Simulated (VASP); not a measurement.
# WS2 (Tungstenite): how numerical settings change the zone-centre modes, part 3 of 3

How far do the zone-centre frequencies of WS2 (Tungstenite) depend on the numerical settings? The starting structure is a measured crystal structure from the Crystallography Open Database.

VASP 6.6.1.

Results so far: reference B1g (2) 444.7 cm⁻¹; a 4×4×1 mesh B1g (2) 442.4 cm⁻¹.

### Step 4. Modes with a cutoff of 260 eV

Level of this step: LDA; plane waves and PAW (W, S) (VASP).

Against step 2 the input has ENCUT = 260.

Contents of INCAR:

```
SYSTEM = WS2
PREC = Accurate
ENCUT = 260
EDIFF = 1E-08
NELM = 100
ISMEAR = 0
SIGMA = 0.03
LREAL = .FALSE.
ALGO = Normal
GGA = CA
NBANDS = 24
LORBIT = 11
LWAVE = .FALSE.
LCHARG = .FALSE.
KPAR = 4
IBRION = 8
LEPSILON = .TRUE.
ISIF = 2
```

Contents of POSCAR:

```
WS2
1.0
    3.1248429331      0.0000000000      0.0000000000
   -1.5624214666      2.7061933629      0.0000000000
    0.0000000000      0.0000000000     12.1479040869
W S
2 4
Direct
    0.6666666667      0.3333333333      0.7500000000
    0.3333333333      0.6666666667      0.2500000000
    0.6666666667      0.3333333333      0.3786453902
    0.3333333333      0.6666666667      0.8786453902
    0.6666666667      0.3333333333      0.1213546098
    0.3333333333      0.6666666667      0.6213546098
```

Contents of KPOINTS:

```
Automatic mesh
0
Gamma
8 8 2
0 0 0
```

Potentials, in the order of the species: W and S (LDA family, release 64).

Command:

```bash
> mpirun -np 4 vasp_std
```

Output:

```text
[... set-up lines as in an earlier step ...]
 entering main loop
       N       E                     dE             d eps       ncg     rms          rms(c)
DAV:   1     0.102646315222E+03    0.10265E+03   -0.11000E+04   960   0.760E+02
DAV:   2    -0.476826748028E+02   -0.15033E+03   -0.14445E+03  1320   0.187E+02
DAV:   3    -0.551608054726E+02   -0.74781E+01   -0.74311E+01  1280   0.458E+01
DAV:   4    -0.553018315987E+02   -0.14103E+00   -0.14089E+00  1232   0.669E+00
[...]
DAV:  15    -0.526055736273E+02    0.11050E-06   -0.51296E-07  1344   0.366E-03    0.188E-03
DAV:  16    -0.526055736143E+02    0.12953E-07   -0.71517E-08  1248   0.141E-03    0.195E-03
DAV:  17    -0.526055736118E+02    0.25311E-08   -0.15215E-08   832   0.598E-04
   1 F= -.52605574E+02 E0= -.52605574E+02  d E =-.110711E-13
 Linear response reoptimize wavefunctions to high precision
DAV:   1    -0.526055736100E+02    0.17772E-08   -0.21734E-09   816   0.330E-04
DAV:   2    -0.526055736100E+02    0.34561E-10   -0.28961E-10   736   0.926E-05
 Linear response G [H, r] |phi>, progress :
  Direction:   1
[...]
RMM:  12    -0.904626022260E-01    0.61615E-09    0.27497E-08  6070   0.173E-04    0.721E-07
 first order change of Fermi-energy  -0.56263E-01
 force on displaced ion       3 direction 1 : -11.003  -0.001   0.001
 Born effective charge ion    3 direction 1 :   0.375   0.001   0.000
 Linear response progress:
  Degree of freedom:   4/  4
       N       E                     dE             d eps       ncg     rms          rms(c)
RMM:   1    -0.154135683242E+00   -0.15414E+00    0.60234E-03  2148   0.179E+00
RMM:   2    -0.147833735799E+00    0.63019E-02   -0.46861E-03  1605   0.348E-01    0.357E-01
RMM:   3    -0.147769279796E+00    0.64456E-04   -0.44076E-04  1668   0.996E-02    0.251E-01
RMM:   4    -0.147925185682E+00   -0.15591E-03   -0.35476E-04  1657   0.596E-02    0.368E-02
[...]
RMM:  17    -0.147928170608E+00    0.33186E-07   -0.79441E-07  1330   0.210E-04    0.210E-07
RMM:  18    -0.147928208915E+00   -0.38306E-07   -0.82186E-07  1265   0.210E-04    0.251E-07
RMM:  19    -0.147928202803E+00    0.61113E-08   -0.82331E-07  1247   0.210E-04    0.884E-08
 first order change of Fermi-energy  -0.36995E+00
 force on displaced ion       3 direction 3 :  -0.000  -0.000 -19.268
 Born effective charge ion    3 direction 3 :   0.000  -0.000   0.294
 Born effective charges drift removed
 Linear response finished
```

Run time: 41 s. Hardware: 4 MPI ranks of Intel Xeon 6975P-C (Granite Rapids), shared host; peak memory 1.1 GiB.

OUTCAR, selected parts (step 4):

```text
  Total       -0.7749270     -0.7749270     -0.8074263      0.0000000      0.0000000      0.0000000
  in kB      -12.0860122    -12.0860122    -12.5928817      0.0000000      0.0000000      0.0000000
  external PRESSURE =     -12.2549687 kB  Pullay stress =       0.0000000 kB

 POSITION                                       TOTAL-FORCE (eV/Angst)
 -----------------------------------------------------------------------------------
      1.56242      0.90206      9.11093        -0.000000     -0.000000      0.000000
     -0.00000      1.80413      3.03698        -0.000000     -0.000000      0.000000
      1.56242      0.90206      4.59975        -0.000000      0.000000      0.011079
     -0.00000      1.80413     10.67370         0.000000     -0.000000      0.011079
      1.56242      0.90206      1.47420        -0.000000      0.000000     -0.011079
     -0.00000      1.80413      7.54816         0.000000     -0.000000     -0.011079
 -----------------------------------------------------------------------------------
    total drift:                               -0.000000      0.000000     -0.000000

 MACROSCOPIC STATIC DIELECTRIC TENSOR (including local field effects in DFT)
 ------------------------------------------------------
          13.920024    -0.000000     0.000000
          -0.000000    13.920024     0.000000
           0.000000     0.000000     6.836221
 ------------------------------------------------------

 MACROSCOPIC STATIC DIELECTRIC TENSOR IONIC CONTRIBUTION
 ------------------------------------------------------
           0.082256    -0.000000    -0.000000
          -0.000000     0.082256     0.000000
          -0.000000     0.000000     0.034414
 ------------------------------------------------------

[... 1 part as in an earlier step ...]

[... 1 further part left out ...]
```

With a cutoff of 260 eV the compared modes are at the top B1g (2) 444.3, A2u 439.7 cm⁻¹, at the bottom B1g (1) 44.4, E2g 28.6 cm⁻¹, with 4 more of the listed ones between; the largest shift among the levels compared is -0.6 cm⁻¹, in A1g, from the reference.

### Step 5. Modes with a 10×10×4 mesh

Against step 2 the input has a 10×10×4 mesh.

Changes to INCAR since step 4:

```diff
@@ -2,3 +2,3 @@
 PREC = Accurate
-ENCUT = 260
+ENCUT = 450
 EDIFF = 1E-08
```

POSCAR is that of step 4.

Contents of KPOINTS:

```
Automatic mesh
0
Gamma
10 10 4
0 0 0
```

Command:

```bash
> mpirun -np 4 vasp_std
```

Output:

```text
[... set-up lines as in an earlier step ...]
 entering main loop
       N       E                     dE             d eps       ncg     rms          rms(c)
DAV:   1     0.161648997901E+03    0.16165E+03   -0.15141E+04  2016   0.119E+03
DAV:   2    -0.431925012724E+02   -0.20484E+03   -0.19716E+03  2736   0.252E+02
DAV:   3    -0.551347988826E+02   -0.11942E+02   -0.11849E+02  2680   0.614E+01
DAV:   4    -0.553830387880E+02   -0.24824E+00   -0.24770E+00  2720   0.957E+00
[...]
DAV:  15    -0.526862915337E+02   -0.88994E-09   -0.25267E-07  2776   0.261E-03    0.350E-03
DAV:  16    -0.526862915219E+02    0.11745E-07   -0.20129E-08  1904   0.760E-04    0.128E-03
DAV:  17    -0.526862915206E+02    0.13397E-08   -0.86029E-09  1664   0.528E-04
   1 F= -.52686292E+02 E0= -.52686292E+02  d E =-.128878E-13
 Linear response reoptimize wavefunctions to high precision
DAV:   1    -0.526862915200E+02    0.61937E-09   -0.25773E-09  1952   0.275E-04
DAV:   2    -0.526862915200E+02   -0.24556E-10   -0.38766E-10  1544   0.130E-04
 Linear response G [H, r] |phi>, progress :
  Direction:   1
[...]
RMM:  15    -0.914785392043E-01    0.11221E-07    0.23182E-07 13868   0.708E-05    0.567E-08
 first order change of Fermi-energy  -0.88088E-01
 force on displaced ion       3 direction 1 : -11.025  -0.001   0.000
 Born effective charge ion    3 direction 1 :   0.365   0.000   0.000
 Linear response progress:
  Degree of freedom:   4/  4
       N       E                     dE             d eps       ncg     rms          rms(c)
RMM:   1    -0.155524407613E+00   -0.15552E+00    0.36155E-03  5577   0.188E+00
RMM:   2    -0.148918297901E+00    0.66061E-02   -0.41772E-03  3940   0.367E-01    0.360E-01
RMM:   3    -0.148836718577E+00    0.81579E-04   -0.52719E-04  4132   0.109E-01    0.257E-01
RMM:   4    -0.148996675464E+00   -0.15996E-03   -0.29381E-04  4122   0.619E-02    0.360E-02
[...]
RMM:  16    -0.149005292732E+00    0.70076E-08   -0.16439E-07  4419   0.941E-05    0.241E-07
RMM:  17    -0.149005296422E+00   -0.36895E-08   -0.14045E-07  3668   0.937E-05    0.166E-07
RMM:  18    -0.149005282336E+00    0.14086E-07   -0.15548E-07  3543   0.937E-05    0.868E-08
 first order change of Fermi-energy  -0.88894E+00
 force on displaced ion       3 direction 3 :  -0.000   0.000 -19.286
 Born effective charge ion    3 direction 3 :   0.000  -0.000   0.291
 Born effective charges drift removed
 Linear response finished
```

Run time: 4.4 min. Hardware: 4 MPI ranks; peak memory 3.5 GiB; 17 min of CPU time.

Parts of OUTCAR (step 5):

```text
  Total       -0.0008105     -0.0008105     -0.0026076      0.0000000      0.0000000     -0.0000000
  in kB       -0.0126414     -0.0126414     -0.0406684      0.0000000      0.0000000     -0.0000000
  external PRESSURE =      -0.0219837 kB  Pullay stress =       0.0000000 kB

 POSITION                                       TOTAL-FORCE (eV/Angst)
 -----------------------------------------------------------------------------------
      1.56242      0.90206      9.11093         0.000000     -0.000000     -0.000000
     -0.00000      1.80413      3.03698         0.000000      0.000000     -0.000000
      1.56242      0.90206      4.59975         0.000000     -0.000000     -0.000509
     -0.00000      1.80413     10.67370        -0.000000      0.000000     -0.000509
      1.56242      0.90206      1.47420         0.000000      0.000000      0.000509
     -0.00000      1.80413      7.54816        -0.000000      0.000000      0.000509
 -----------------------------------------------------------------------------------
    total drift:                               -0.000000      0.000000     -0.000000

 MACROSCOPIC STATIC DIELECTRIC TENSOR (including local field effects in DFT)
 ------------------------------------------------------
          13.895061    -0.000000     0.000000
          -0.000000    13.895061     0.000000
           0.000000     0.000000     6.806702
 ------------------------------------------------------

 MACROSCOPIC STATIC DIELECTRIC TENSOR IONIC CONTRIBUTION
 ------------------------------------------------------
           0.082471    -0.000000     0.000000
          -0.000000     0.082471    -0.000000
           0.000000    -0.000000     0.035469
 ------------------------------------------------------

[... 1 part as in an earlier step ...]

[... 1 further part left out ...]
```

The log as kept lacks single lines of electronic cycles.

With a 10×10×4 mesh the compared modes are at the top B1g (2) 444.2, A2u 440.0 cm⁻¹, at the bottom B1g (1) 44.0, E2g 27.9 cm⁻¹, with 4 more of the listed ones between; the largest shift among the levels compared is -0.5 cm⁻¹, in B1g (2), from the reference.

### Step 6. Modes with finite displacements

Against step 2 the input has IBRION = 6, NFREE = 2, POTIM = 0.015 and no LEPSILON (also changed: NSW).

Changes to INCAR since step 5:

```diff
@@ -15,4 +15,6 @@
 KPAR = 4
-IBRION = 8
-LEPSILON = .TRUE.
+IBRION = 6
+NFREE = 2
+POTIM = 0.015
+NSW = 1
 ISIF = 2
```

POSCAR is that of step 5.

Contents of KPOINTS:

```
Automatic mesh
0
Gamma
8 8 2
0 0 0
```

Command:

```bash
> mpirun -np 4 vasp_std
```

Output:

```text
[... set-up lines as in an earlier step ...]
 entering main loop
       N       E                     dE             d eps       ncg     rms          rms(c)
[... 17 cycles as in an earlier step ...]
   1 F= -.52685554E+02 E0= -.52685554E+02  d E =-.517647E-13
[... from here on, the cycles between the ionic steps are left out ...]
   2 F= -.52682995E+02 E0= -.52682995E+02  d E =-.121960E-11
   3 F= -.52682995E+02 E0= -.52682995E+02  d E =-.135173E-11
   4 F= -.52681719E+02 E0= -.52681719E+02  d E =-.298360E-11
   5 F= -.52681719E+02 E0= -.52681719E+02  d E =-.298299E-11
   6 F= -.52684315E+02 E0= -.52684315E+02  d E =-.138157E-11
   7 F= -.52684315E+02 E0= -.52684315E+02  d E =-.137624E-11
   8 F= -.52683410E+02 E0= -.52683410E+02  d E =-.781719E-11
   9 F= -.52683363E+02 E0= -.52683363E+02  d E =-.681135E-12
 Finite differences progress:
  Degree of freedom:   4/  4
  Displacement:        2/  2
  Total:               8/  8
```

Wall time 51 s (4 MPI ranks); peak memory 1.5 GiB; 3.3 min of CPU time.

Parts of OUTCAR (step 6):

```text
  Total        0.1920587      0.1920587      0.4844315     -0.0000000      0.0000000      0.0000000
  in kB        2.9954088      2.9954088      7.5553500     -0.0000000      0.0000000      0.0000000
  external PRESSURE =       4.5153892 kB  Pullay stress =       0.0000000 kB

 POSITION                                       TOTAL-FORCE (eV/Angst)
 -----------------------------------------------------------------------------------
      1.56242      0.90206      9.11093        -0.000000      0.000000     -0.000545
     -0.00000      1.80413      3.03698        -0.000000      0.000000     -0.257879
      1.56242      0.90206      4.58475        -0.000000     -0.000000      0.293809
     -0.00000      1.80413     10.67370        -0.000000      0.000000     -0.000549
      1.56242      0.90206      1.47420         0.000000     -0.000000     -0.031427
     -0.00000      1.80413      7.54816        -0.000000     -0.000000     -0.003409
 -----------------------------------------------------------------------------------
    total drift:                               -0.000000     -0.000000      0.000063

  FREE ENERGIE OF THE ION-ELECTRON SYSTEM (eV)
  ---------------------------------------------------
  free  energy   TOTEN  =       -52.6833631515 eV

  energy  without entropy=      -52.6833631515  energy(sigma->0) =      -52.68336315

[... 2 parts as in an earlier step ...]

[... 1 further part left out ...]
[key lines of the parts left out:]
E-fermi :   6.8466
```

The last energy, forces and stress in OUTCAR belong to the last displaced cell, not to that of POSCAR.

With finite displacements the compared modes are at the top B1g (2) 443.7, A2u 440.0 cm⁻¹, at the bottom B1g (1) 44.5, E2g 28.1 cm⁻¹, with 4 more of the listed ones between; the largest shift among the levels compared is -1.0 cm⁻¹, in B1g (2), from the reference.

### Step 7. The runs compared

```tsv
run	B1g (2)	A2u	A1g	B2u	E1g	E2u	B1g (1)	E2g	method	core minutes
reference	444.7	440.1	427.4	423.5	302.4	299.3	43.8	28.0	perturbation theory	8.13
a 4×4×1 mesh	442.4	440.4	432.9	427.5	300.8	300.0	45.4	27.4	perturbation theory	2.2
a cutoff of 260 eV	444.3	439.7	426.8	423.5	302.0	299.0	44.4	28.6	perturbation theory	2.73
a 10×10×4 mesh	444.2	440.0	427.3	423.7	302.1	299.3	44.0	27.9	perturbation theory	17.5
finite displacements	443.7	440.0	427.3	423.3	301.7	299.3	44.5	28.1	finite displacements	3.4
```

Modes are in cm⁻¹, degenerate ones as one, matched between runs by symmetry and order. A number in brackets counts the listed modes of one symmetry from the lowest. The symmetry labels come from an automatic analysis and can be wrong where levels nearly coincide. Levels within 1 cm⁻¹ of another in the first run are left out, since their labels are uncertain. Core minutes are wall time times ranks of the run shown, on a shared host.

### Step 8. What came out

```yaml
b1g_2_reference: 444.7 cm⁻¹
e2g_reference: 28.0 cm⁻¹
b1g_2_a_4x4x1_mesh: 442.4 cm⁻¹
e2g_a_4x4x1_mesh: 27.4 cm⁻¹
b1g_2_a_cutoff_of_260_ev: 444.3 cm⁻¹
e2g_a_cutoff_of_260_ev: 28.6 cm⁻¹
b1g_2_a_10x10x4_mesh: 444.2 cm⁻¹
e2g_a_10x10x4_mesh: 27.9 cm⁻¹
b1g_2_finite_displacements: 443.7 cm⁻¹
e2g_finite_displacements: 28.1 cm⁻¹
```

What this shows: The largest change comes with a 4×4×1 mesh: +5.5 cm⁻¹ in A1g. On finer settings the modes change by up to -0.5 cm⁻¹ in B1g (2) with a 10×10×4 mesh. Other changes move the modes by more: +5.5 cm⁻¹ in A1g with a 4×4×1 mesh and -1.0 cm⁻¹ in B1g (2) with finite displacements. The dielectric constants and Born charges in the logs aren't compared here; at a small gap they can be far off, and in a run without a gap they mean nothing. The frequencies are harmonic, and the splitting of polar modes by their long-range field is left out. Further runs on this material are not shown.

[Lines on the potential files, build, host, timing and source positions are cut from VASP's logs without a mark.]

[Logs are printed without paths, hosts, clocks, repeated set-up lines and the standing remarks that a program may print on its own settings, such as how far it seeks lower states.]

[Hosts, paths, dates, database ids (printed as entryN), source tags and the programs' standing remarks are cut or masked in the printed files.]
